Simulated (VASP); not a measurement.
Here is the system:

```xyz
2
Lattice="0.0000 2.7080 2.7080 2.7080 0.0000 2.7080 2.7080 2.7080 0.0000" Properties=species:S:1:pos:R:3 pbc="T T T"
Ru     4.0619     4.0619     4.0619
Ru     2.7080     2.7080     2.7080
```

Computed with r2SCAN meta-GGA, VASP's PBE PAW potentials (set 64) (plane waves; VASP). Run with 400 eV cut-off, 13×13×13 Γ-centred mesh, tetrahedra with Blöchl corrections, potentials Ru_pv.

### Question
Give the energies of bands 7 to 17 at the high-symmetry points, in eV from the Fermi level.

### Answer

```tsv
band	Γ	X	U	L	W
7	-5.73	-4.57	-4.91	-3.78	-4.81
8	-4.07	-4.57	-4.27	-3.70	-4.81
9	-4.07	-3.65	-3.94	-3.70	-2.95
10	-3.42	-3.65	-2.76	-3.68	-2.95
11	-3.42	-1.46	-2.07	-3.68	-1.98
12	-3.42	-1.46	-1.69	-3.33	-1.98
13	-0.42	-1.35	-1.37	-0.33	-1.41
14	-0.42	-1.35	-1.20	0.24	-1.41
15	-0.42	1.88	2.08	0.24	2.33
16	2.00	1.88	2.25	1.56	2.33
17	2.00	3.68	2.79	1.56	3.84
```

It has no gap at this level: it comes out as a metal or semimetal.

The structure was generated: Ru was put into the diamond type (Fd-3m), which need not be its known phase. It was relaxed first, which changed the volume by +5 %.
